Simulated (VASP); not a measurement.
Given:

```yaml
crystal:
  lattice:
    - [2.13115, -3.69127, 0.00000]
    - [2.13115, 3.69127, 0.00000]
    - [0.00000, 0.00000, 8.74247]
  atoms:
    - { symbol: Mg, position: [0.00000, 0.00000, 0.00000] }
    - { symbol: I, position: [0.33333, 0.66667, 0.19173] }
    - { symbol: I, position: [0.66667, 0.33333, 0.80827] }
```

All values below come from revPBE GGA, VASP's PBE PAW potentials (set 64) (plane waves; VASP). Run with 520 eV cut-off, 7×7×3 Γ-centred mesh, tetrahedra with Blöchl corrections, potentials Mg I.

Without a dispersion term in the relaxation, distances and binding between the weakly bound layers, chains or molecules are unreliable, and so is what depends on them.

What does the run give for the energy per atom (σ→0)?

- energy per atom (σ→0): -2386 meV/atom

Total energies compare only between runs with the same potentials, cut-off and functional.

The compound is MgI2 in the 1T layered structure. It was relaxed first, which changed the volume by +34 %.
